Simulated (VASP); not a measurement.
# A VASP study of Li2CoCl4 (r2SCAN): structure first, properties next, part 2 of 2

Aim: relax Li2CoCl4 with r2SCAN, compute its properties on that cell and hold them against experiment. The start is a computed cell from the Materials Project.

VASP 6.6.1, plane waves and PAW; the level of theory is named at each step.

Still holding for the runs below: The cell holds one magnetic atom, so no antiferromagnetic order fits into it. Experiment finds antiferromagnetic order in this phase (below 6.8 K, arxiv:2307.06899), so this ferromagnetic run describes another state.

So far, gap on the k-mesh (eV): step 2 (relaxing cell and atoms (r2SCAN)) 0.883; step 3 (second relaxation) 0.884; step 4 (density, ELF and potential (r2SCAN)) 0.884. The relaxed cell has a, b, c = 7.156, 10.381, 3.516 Å (conventional setting).

**6. Total and projected DOS (r2SCAN)**

Here the states are counted by energy and projected on the atoms. The mesh is finer than in the run before.

File INCAR:

```
SYSTEM = Li2CoCl4
PREC = Accurate
ENCUT = 650
EDIFF = 1E-06
NELM = 100
ISMEAR = -5
SIGMA = 0.05
LREAL = .FALSE.
ALGO = Normal
METAGGA = R2SCAN
LASPH = .TRUE.
NBANDS = 45
ISPIN = 2
MAGMOM = -0 -0 2.613 0.116 0.034 0.116 0.034
LMAXMIX = 4
LORBIT = 11
LWAVE = .FALSE.
LCHARG = .FALSE.
KPAR = 4
NEDOS = 2001
```

File POSCAR:

```
Li2CoCl4
1.0
    3.5778772720     -5.1907091362      0.0000000000
    3.5778772720      5.1907091362      0.0000000000
    0.0000000000      0.0000000000      3.5161483681
Li Co Cl
2 1 4
Direct
    0.5000000000      0.0000000000      0.5000000000
    0.0000000000      0.5000000000      0.5000000000
    0.0000000000      0.0000000000      0.0000000000
    0.7669242620      0.7669242620      0.5000000000
    0.7610210535      0.2389789465      0.0000000000
    0.2330757380      0.2330757380      0.5000000000
    0.2389789465      0.7610210535      0.0000000000
```

File KPOINTS:

```
Automatic mesh
0
Gamma
6 6 9
0 0 0
```

The projector-augmented-wave data sets are Li_sv, Co and Cl (PBE family, release 64).

On the command line:

```sh
mpirun -np 4 vasp_std
```

Run time: 10 min. Hardware: 4 MPI ranks of Intel Xeon 6975P-C (Granite Rapids), shared host; peak memory 3.5 GiB.

This step gave:

* SCF cycles: 18
* irreducible k-points: 65
* free energy (TOTEN): -53.3715 eV
* Fermi energy: 2.053 eV
* pressure: 0.03245 GPa
* moment of the cell, from the last line of the log: 3.000 μB
* conduction bottom at k: 0.5, 0.5, 0
* least direct gap at k: 0.5, 0.5, 0
* gap on the k-mesh: 0.8831 eV
* least direct gap on the k-mesh: 0.8831 eV

The density of states has structure finer than the step of the table below, so its rows give means over 0.5 eV, whole bins alone (the curve runs from -12.0 to 8.78 eV). Peaks (eV: height): total down -4.21: 5.59, -2.54: 9.18, -0.16: 8.60, 3.47: 7.90; total up -4.91: 7.01, -4.14: 5.40, -1.49: 8.04, -0.65: 5.61; Cl p up -2.81: 2.92, -2.25: 2.83, -1.42: 2.14, -0.65: 2.51; Cl p down -4.21: 2.83, -2.95: 2.74, -2.54: 5.59, -2.12: 2.99; Co d up -4.91: 3.64, -3.58: 2.43, -1.63: 2.92, -1.49: 5.23.

States under -12.0 eV and over 8.8 eV are left out. The density of states by energy, zero at the valence-band top; means over each step; 7 of 13 lines; values in states/eV/cell:

```
energy (eV)  total down  total up  Cl p up  Cl p down  Co d up  Co d down  Co p up
       -6.0           0         0        0          0        0          0        0
       -5.5     0.00153     0.636    0.247     7.0e-4    0.112     1.5e-5  0.00116
       -5.0       0.831      3.17     1.03      0.390     1.18     0.0109   0.0264
       -4.5        3.12      3.77     1.58       1.53    0.698     0.0781   0.0533
       -4.0        3.15      3.87     1.43       1.61     1.23      0.108   0.0358
       -3.5        2.20      2.91     1.06       1.19     1.01      0.157   0.0306
       -3.0        3.80      3.83     2.04       2.18    0.459      0.237   0.0795
       -2.5        5.80      4.27     2.41       3.55    0.513      0.312   0.0549
       -2.0        3.99      3.15     1.86       2.62    0.391      0.114   0.0139
       -1.5        1.06      4.54     1.25      0.744     2.65    0.00806  0.00377
       -1.0           0      2.18    0.984          0    0.777          0  0.00247
       -0.5        1.30      1.62    0.726     0.0765    0.610       1.12   5.0e-4
        0.0        2.70         0        0      0.204        0       2.30        0
        0.5           0         0        0          0        0          0        0
        1.0        1.03         0        0     0.0406        0      0.884        0
        1.5        1.28         0        0     0.0600        0       1.13        0
        2.0        1.69         0        0      0.260        0       1.27        0
        2.5           0         0        0          0        0          0        0
        3.0      8.0e-4         0        0     3.9e-5        0     6.6e-4        0
        3.5        2.00         0        0      0.173        0       1.64        0
        4.0           0         0        0          0        0          0        0
        4.5           0         0        0          0        0          0        0
        5.0           0    0.0148   9.6e-4          0   3.0e-5          0   1.9e-5
        5.5      0.0228     0.218   0.0207    0.00127   5.7e-4     1.9e-4  0.00114
        6.0       0.199     0.728   0.0967     0.0157  0.00274    0.00156  0.00409
        6.5       0.658      1.23    0.170     0.0599  0.00355    0.00510   0.0157
        7.0        2.10      1.19   0.0487      0.195  0.00244     0.0141   0.0492
        7.5        2.07      2.25    0.110      0.108  0.00720    0.00947   0.0773
        8.0        2.27      2.04    0.101      0.122   0.0160     0.0145   0.0591
        8.5        1.49      1.92    0.110     0.0765   0.0410     0.0401   0.0609
```

The gap on this mesh is 0.88 eV. In the top eV of the valence band the largest shares in the PAW spheres are Co d 65 % and Cl p 23 %. The rest lies in smaller channels or between the spheres.

**7. Independent-particle dielectric function (r2SCAN)**

LOPTICS sums transitions from filled to empty bands. NBANDS is raised for it.

Edit INCAR of step 6 so:

```diff
@@ -5,3 +5,3 @@
 NELM = 100
-ISMEAR = -5
+ISMEAR = 0
 SIGMA = 0.05
@@ -11,3 +11,3 @@
 LASPH = .TRUE.
-NBANDS = 45
+NBANDS = 77
 ISPIN = 2
@@ -19,2 +19,4 @@
 KPAR = 4
-NEDOS = 2001
+LOPTICS = .TRUE.
+NEDOS = 1500
+CSHIFT = 0.1
```

POSCAR is that of step 6.

KPOINTS is that of step 6.

On the command line:

```sh
mpirun -np 4 vasp_std
```

The job ended after 20 min (4 MPI ranks; peak memory 8.4 GiB).

These are independent-particle spectra without excitons or local fields, and fine structure depends on the mesh and on CSHIFT.

Numbers from this step:

| Item | Value |
| --- | --- |
| SCF cycles | 19 |
| bands | 77 |
| Fermi energy | 2.250 eV |
| pressure | 0.02768 GPa |
| moment of the cell, from the last line of the log | 3 μB |
| gap on the k-mesh | 0.8837 eV |
| least direct gap on the k-mesh | 0.8837 eV |

The imaginary dielectric function has structure finer than the step of the table below, so its rows give means over 0.5 eV, whole bins alone (the curve runs from 0 to 24.9 eV). Peaks (eV: height): xx 4.43: 1.49, 11.09: 6.45; yy 6.10: 1.70, 10.41: 6.23; zz 4.00: 2.37, 11.09: 5.88.

Table of imaginary dielectric function by photon energy; means over each step:

```
photon energy (eV)       xx       yy       zz
               0.5  0.00450  0.00304  0.00658
               1.0   0.0104  0.00894   0.0168
               1.5   0.0196   0.0178   0.0314
               2.0   0.0414   0.0277   0.0789
               2.5    0.128   0.0242    0.329
               3.0    0.289   0.0377    0.354
               3.5    0.732   0.0998     1.60
               4.0    0.802    0.111     2.04
               4.5     1.31    0.132     1.44
               5.0     1.06    0.664    0.875
               5.5    0.881     1.11    0.771
               6.0    0.854     1.42    0.754
               6.5    0.477    0.860    0.583
               7.0    0.627    0.897    0.698
               7.5     1.13     1.61     1.31
               8.0     1.66     2.03     1.90
               8.5     2.76     2.96     2.90
               9.0     4.21     4.30     4.28
               9.5     4.53     5.12     4.81
              10.0     4.82     5.24     4.98
              10.5     5.13     5.60     5.30
              11.0     6.17     4.97     5.64
              11.5     5.51     5.02     5.27
              12.0     4.85     4.49     4.87
              12.5     4.12     4.03     3.98
              13.0     3.61     3.48     3.59
              13.5     3.25     3.02     3.32
              14.0     2.92     2.59     2.64
              14.5     2.04     2.19     2.03
              15.0     1.56     1.81     1.63
              15.5     1.25     1.40     1.30
              16.0     1.09     1.18     1.14
              16.5     1.05     1.01     1.02
              17.0    0.843    0.902    0.914
              17.5    0.845    0.858    0.792
              18.0    0.797    0.828    0.743
              18.5    0.764    0.779    0.729
              19.0    0.765    0.750    0.715
              19.5    0.694    0.674    0.647
              20.0    0.661    0.678    0.640
              20.5    0.646    0.623    0.559
              21.0    0.598    0.599    0.522
              21.5    0.576    0.641    0.572
              22.0    0.534    0.572    0.554
              22.5    0.466    0.473    0.438
              23.0    0.396    0.400    0.389
              23.5    0.335    0.341    0.349
              24.0    0.296    0.277    0.292
              24.5    0.230    0.247    0.239
```

The real dielectric function by photon energy:

```
photon energy (eV)       xx       yy        zz
                 0     3.45     3.29      3.68
                 1     3.50     3.32      3.75
                 2     3.66     3.40      4.02
                 3     4.01     3.58      4.42
                 4     3.89     3.82      3.61
                 5     3.20     4.83      3.23
                 6     3.54     4.26      3.58
                 7     4.47     4.66      4.48
                 8     5.23     5.02      5.26
                 9     5.17     5.33      4.76
                10     3.36     3.11      3.06
                11     2.20     1.57      1.91
                12   -0.161  -0.0109    -0.120
                13   -0.956   -0.639    -0.520
                14    -1.43   -0.843     -1.37
                15    -1.15    -1.11     -1.08
                16   -0.539   -0.641    -0.588
                17   -0.362   -0.338    -0.427
                18   -0.125   -0.162    -0.171
                19  -0.0384  -0.0331   -0.0927
                20   0.0227   0.0521  -0.00948
                21   0.0603   0.0946    0.0932
                22   0.0661   0.0586    0.0644
                23   0.0639   0.0751     0.118
                24    0.159    0.157     0.164
```

**8. Field gradients at the nuclei (r2SCAN)**

Field gradients probe how far the charge around each nucleus departs from cubic symmetry; LASPH keeps the non-spherical terms inside the spheres.

Edit INCAR of step 7 so:

```diff
@@ -3,3 +3,3 @@
 ENCUT = 650
-EDIFF = 1E-06
+EDIFF = 1E-07
 NELM = 100
@@ -11,3 +11,3 @@
 LASPH = .TRUE.
-NBANDS = 77
+NBANDS = 34
 ISPIN = 2
@@ -19,4 +19,2 @@
 KPAR = 4
-LOPTICS = .TRUE.
-NEDOS = 1500
-CSHIFT = 0.1
+LEFG = .TRUE.
```

POSCAR is that of step 7.

File KPOINTS:

```
Automatic mesh
0
Gamma
4 4 6
0 0 0
```

On the command line:

```sh
mpirun -np 4 vasp_std
```

It took 4.6 min on 4 MPI ranks; peak memory 2.1 GiB; 18 min of CPU time.

This step gave:

* SCF cycles: 21
* bands: 34
* irreducible k-points: 28
* free energy (TOTEN): -53.3713 eV
* Fermi energy: 2.358 eV
* pressure: 0.02657 GPa
* gap on the k-mesh: 0.8835 eV
* least direct gap on the k-mesh: 0.8835 eV

Electric field gradients, by row:

```
atom  Vxx (V/Å²)  Vyy (V/Å²)  Vzz (V/Å²)  asymmetry
 Li1      -0.143      -0.039       0.182      0.573
 Li2      -0.143      -0.039       0.182      0.573
 Co3       126.4       117.4      -243.8      0.037
 Cl4       43.17       15.66      -58.83      0.468
 Cl5      -19.26      -10.36       29.62        0.3
 Cl6       43.17       15.66      -58.83      0.468
 Cl7      -19.26      -10.36       29.62        0.3
```

The largest gradient, -243.82 V/Å², sits on Co3; times the quadrupole moment of a nucleus that has one, it gives the coupling that NMR and NQR see.

**9. Outcome**

```json
{
 "relaxed volume": "18.66 Å³/atom",
 "relaxed conventional cell a, b, c": "7.156, 10.381, 3.516 Å",
 "space group after relaxing, within 0.02 Å": "Cmmm (No. 65)",
 "moment of the cell (4×4×6 mesh)": "3 μB",
 "largest site moment (4×4×6 mesh)": "2.61 μB on Co3",
 "band gap": "0.884 eV, direct",
 "gap among the points of the DOS mesh alone, an upper bound": "0.883 eV",
 "strongest peak of ε2, mean over directions": "11.1 eV",
 "ε1 at zero frequency, no local fields, mean": "3.47",
 "largest field gradient Vzz": "-243.82 V/Å² on Co3"
}
```

With r2SCAN, Li2CoCl4 relaxes to 18.66 Å³/atom in space group Cmmm, has a direct gap of 0.884 eV and keeps moments of up to 2.61 μB (4×4×6 mesh). Band structure (r2SCAN), spin up: On this path the gap is direct, 5.42 eV, with the valence top at Γ and the conduction bottom at Γ. Band structure (r2SCAN), spin down: On this path the gap is direct, 0.88 eV, with the valence top at Y and the conduction bottom at Y. Semilocal functionals usually underestimate gaps. Only the typed magnetic starts were tried, so the magnetic ground state may differ and with it the other results. Only ferromagnetic starts were used, while the crystal orders antiferromagnetically, so what depends on the order belongs to another state. No search among competing phases was made, and a listed structure need not be the one stable at ambient conditions. All values are for a static lattice at zero temperature.

Calculation against experiment:

| quantity | measured | r2SCAN |
| --- | --- | --- |
| lattice constant a (Å) | 7.139 | 7.156 (+0.2 %) |
| lattice constant b (Å) | 10.1899 | 10.381 (+1.9 %) |
| lattice constant c (Å) | 3.5935 | 3.516 (-2.2 %) |

Measured values from arxiv:2307.06899 (2023).

Verdict: The lattice constant a is off by +0.2 %. The lattice constant b is off by +1.9 %. The lattice constant c is off by -2.2 %. The runs are ferromagnetic and the sample is antiferromagnetic, so the match is not graded. Zero-point motion and thermal expansion (measured at up to 3.5 K) are not in the computed lattice constants.

[Lines on the potential files, build, host, timing and source positions are cut from VASP's logs without a mark.]

[Logs are printed without paths, hosts, clocks, repeated set-up lines and the standing remarks that a program may print on its own settings, such as how far it seeks lower states.]

[Hosts, paths, dates, database ids (printed as entryN), source tags and the programs' standing remarks are cut or masked in the printed files.]

[A measured line is paired with the nearest computed mode of its activity, which favours agreement.]
